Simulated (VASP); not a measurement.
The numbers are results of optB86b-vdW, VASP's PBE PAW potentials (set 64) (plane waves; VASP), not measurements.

Input for VASP

**INCAR**
```
SYSTEM = LiH
PREC = Accurate
ENCUT = 520
EDIFF = 1E-7
NELM = 100
ALGO = Normal
LREAL = .FALSE.
LASPH = .TRUE.
ISMEAR = 0
SIGMA = 0.05
GGA = MK
PARAM1 = 0.1234
PARAM2 = 1.0
LUSE_VDW = .TRUE.
AGGAC = 0.0
LWAVE = .FALSE.
LCHARG = .FALSE.
LORBIT = 11
ICHARG = 11
```

POSCAR:
```
LiH
1
   -0.0000000000     2.0072869805     2.0072869805
    2.0072869805     0.0000000000     2.0072869805
    2.0072869805     2.0072869805     0.0000000000
Li H
1 1
Direct
  1.0000000000   1.0000000000   1.0000000000
  0.5000000000   0.5000000000   0.5000000000
```

KPOINTS:
```
k-points along high-symmetry lines
15
Line-mode
Reciprocal
  0.000000   0.000000   0.000000 ! GAMMA
  0.500000   0.000000   0.500000 ! X

  0.500000   0.000000   0.500000 ! X
  0.625000   0.250000   0.625000 ! U

  0.375000   0.375000   0.750000 ! K
  0.000000   0.000000   0.000000 ! GAMMA

  0.000000   0.000000   0.000000 ! GAMMA
  0.500000   0.500000   0.500000 ! L

  0.500000   0.500000   0.500000 ! L
  0.500000   0.250000   0.750000 ! W

  0.500000   0.250000   0.750000 ! W
  0.500000   0.000000   0.500000 ! X
```

POTCAR, in this order: Li_sv H (PBE.64 set). Program: vasp_std. Read from the step before: CHGCAR.

What VASP printed:

### OUTCAR
```
 ion  position               nearest neighbor table
   1  0.000  0.000  0.000-
   2  0.500  0.500  0.500-
  LATTYP: Found a face centered cubic cell.
 ALAT       =     4.0145739610
 Subroutine PRICEL returns:
 Original cell was already a primitive cell.
 Subroutine GETGRP returns: Found 48 space group operations
The static configuration has the point symmetry O_h .
The dynamic configuration has the point symmetry O_h .
 Subroutine INISYM returns: Found 48 space group operations
   k-points           NKPTS =     90   k-points in BZ     NKDIM =     90   number of bands    NBANDS=      6
   number of dos      NEDOS =    301   number of ions     NIONS =      2
   total plane-waves  NPLWV =  13824
   dimension x,y,z NGX =    24 NGY =   24 NGZ =   24
   dimension x,y,z NGXF=    48 NGYF=   48 NGZF=   48
   ions per type =               1   1
   PREC   = accura    normal or accurate (medium, high low for compatibility)
   ISTART =      0    job   : 0-new  1-cont  2-samecut
   ICHARG =     11    charge: 1-file 2-atom 10-const
   ISPIN  =      1    spin polarized calculation?
   LNONCOLLINEAR =      F non collinear calculations
   LSORBIT =      F    spin-orbit coupling
   INIWAV =      1    electr: 0-lowe 1-rand  2-diag
   ENCUT  =  520.0 eV  38.22 Ry    6.18 a.u.   5.28  5.28  5.28*2*pi/ulx,y,z
...
```

**OSZICAR**
```
       N       E                     dE             d eps       ncg     rms          rms(c)
DAV:   1    -0.279963940540E+00   -0.27996E+00   -0.14870E+03  1116   0.609E+02
DAV:   2    -0.482409402370E+01   -0.45441E+01   -0.41167E+01  1602   0.626E+01
DAV:   3    -0.490869866185E+01   -0.84605E-01   -0.84605E-01  1242   0.816E+00
DAV:   4    -0.491414684549E+01   -0.54482E-02   -0.54482E-02  1584   0.916E-01
DAV:   5    -0.491415015288E+01   -0.33074E-05   -0.33074E-05  1302   0.399E-02
DAV:   6    -0.491415016460E+01   -0.11724E-07   -0.11724E-07  1482   0.220E-03
   1 F= -.49141502E+01 E0= -.49141502E+01  d E =-.457967E-13
```

**OUTCAR**
```
 val. band max:        0.0215256809   @ k =   0.5000   0.0000   0.5000

 cond. band min:       3.1719330413   @ k =   0.5000   0.0000   0.5000



 k-point     1 :       0.0000    0.0000    0.0000
  band No.  band energies     occupation
      1     -44.2140      2.00000
      2      -5.3164      2.00000
      3      16.2076      0.00000
      4      17.9239      0.00000
      5      17.9239      0.00000
      6      17.9239      0.00000

 k-point     2 :       0.0357    0.0000    0.0357
  band No.  band energies     occupation
      1     -44.2133      2.00000
      2      -5.2863      2.00000
      3      15.9748      0.00000
      4      17.6407      0.00000
      5      17.6407      0.00000
      6      18.1153      0.00000

 k-point     3 :       0.0714    0.0000    0.0714
  band No.  band energies     occupation
      1     -44.2112      2.00000
      2      -5.1958      2.00000
      3      15.4480      0.00000
      4      16.9682      0.00000
      5      16.9682      0.00000
      6      18.4864      0.00000

 k-point     4 :       0.1071    0.0000    0.1071
  band No.  band energies     occupation
      1     -44.2076      2.00000
      2      -5.0439      2.00000
      3      14.7651      0.00000
      4      16.1525      0.00000
      5      16.1525      0.00000
      6      18.7646      0.00000

 k-point     5 :       0.1429    0.0000    0.1429
  band No.  band energies     occupation
      1     -44.2029      2.00000
      2      -4.8299      2.00000
      3      13.9348      0.00000
      4      15.3197      0.00000
      5      15.3197      0.00000
      6      18.7687      0.00000

 k-point     6 :       0.1786    0.0000    0.1786
  band No.  band energies     occupation
      1     -44.1973      2.00000
      2      -4.5518      2.00000
      3      12.9397      0.00000
      4      14.5237      0.00000
      5      14.5237      0.00000
      6      18.0344      0.00000

...
```

The density is held fixed in this step, so its total energy and stress have no physical meaning.

The compound is LiH in the rock salt structure. It was relaxed first.
